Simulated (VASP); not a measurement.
These are r2SCAN meta-GGA, VASP's PBE PAW potentials (set 64) (plane waves; VASP) values and carry that method's errors.

A VASP calculation is set up with these files.

**INCAR**
```
SYSTEM = Ta
PREC = Normal
ENCUT = 400
EDIFF = 1E-5
NELM = 100
ALGO = Normal
LREAL = .FALSE.
LASPH = .TRUE.
ISMEAR = 1
SIGMA = 0.1
METAGGA = R2SCAN
LMIXTAU = .TRUE.
LMAXMIX = 6
LWAVE = .FALSE.
LCHARG = .FALSE.
NELMIN = 4
IBRION = 2
ISIF = 2
NSW = 20
EDIFFG = -0.03
```

**KPOINTS**
```
Automatic mesh
0
Gamma
17 17 17
0 0 0
```

File POSCAR:
```
Ta
1.0
 -1.6526501626   1.6526501626   1.6526501626
  1.6526501626  -1.6526501626   1.6526501626
  1.6526501626   1.6526501626  -1.6526501626
Ta
1
Cart
  0.0000000000   0.0000000000   0.0000000000
```

POTCAR, in this order: Ta_pv (PBE.64 set). Program: vasp_std.

Output

### OSZICAR
```
       N       E                     dE             d eps       ncg     rms          rms(c)
DAV:   1    -0.124267637542E+01   -0.12427E+01   -0.58912E+03  2994   0.993E+02
DAV:   2    -0.513494863918E+02   -0.50107E+02   -0.49300E+02  3809   0.224E+02
DAV:   3    -0.518975451085E+02   -0.54806E+00   -0.53451E+00  3545   0.243E+01
DAV:   4    -0.519021499215E+02   -0.46048E-02   -0.45807E-02  3576   0.162E+00
DAV:   5    -0.519021845697E+02   -0.34648E-04   -0.34644E-04  3440   0.117E-01    0.143E+01
DAV:   6    -0.481039516476E+02    0.37982E+01   -0.13984E+00  3066   0.165E+01    0.564E+00
DAV:   7    -0.486609687886E+02   -0.55702E+00   -0.23396E-01  2997   0.600E+00    0.179E+00
DAV:   8    -0.482461966486E+02    0.41477E+00   -0.33891E-01  3004   0.706E+00    0.741E-01
DAV:   9    -0.485473771965E+02   -0.30118E+00   -0.47717E-02  3046   0.203E+00    0.400E-01
DAV:  10    -0.485730428762E+02   -0.25666E-01   -0.46019E-03  3026   0.764E-01    0.359E-01
DAV:  11    -0.485792877520E+02   -0.62449E-02   -0.69296E-03  3036   0.986E-01    0.126E-01
DAV:  12    -0.485804869402E+02   -0.11992E-02   -0.95610E-04  3025   0.389E-01    0.370E-02
DAV:  13    -0.485804480180E+02    0.38922E-04   -0.47400E-05  3253   0.883E-02    0.407E-02
DAV:  14    -0.485804402072E+02    0.78108E-05   -0.82129E-06  1604   0.390E-02
   1 F= -.48580440E+02 E0= -.48580203E+02  d E =-.485804E+02
```

### OUTCAR
```
------------------------ aborting loop because EDIFF is reached ----------------------------------------
  FORCE on cell =-STRESS in cart. coord.  units (eV):
  Direction    XX          YY          ZZ          XY          YZ          ZX
  --------------------------------------------------------------------------------------
  Total        0.0278331      0.0278331      0.0278331     -0.0000000      0.0000000     -0.0000000
  in kB        2.4698463      2.4698463      2.4698463     -0.0000000      0.0000000     -0.0000000
  external PRESSURE =       2.4698463 kB  Pullay stress =       0.0000000 kB
  volume of cell :       18.06
      direct lattice vectors                 reciprocal lattice vectors
    -1.652650163  1.652650163  1.652650163     0.000000000  0.302544369  0.302544369
     1.652650163 -1.652650163  1.652650163     0.302544369  0.000000000  0.302544369
     1.652650163  1.652650163 -1.652650163     0.302544369  0.302544369  0.000000000
 POSITION                                       TOTAL-FORCE (eV/Angst)
 -----------------------------------------------------------------------------------
      0.00000      0.00000      0.00000        -0.000000      0.000000     -0.000000
 -----------------------------------------------------------------------------------
    total drift:                               -0.000000     -0.000000      0.000000
  FREE ENERGIE OF THE ION-ELECTRON SYSTEM (eV)
  ---------------------------------------------------
  free  energy   TOTEN  =       -48.5804402072 eV

  energy  without entropy=      -48.5797282054  energy(sigma->0) =      -48.58020287

 reached required accuracy - stopping structural energy minimisation
```
(Selected blocks of OUTCAR.)

The compound is Ta in the bcc structure. It was relaxed first.
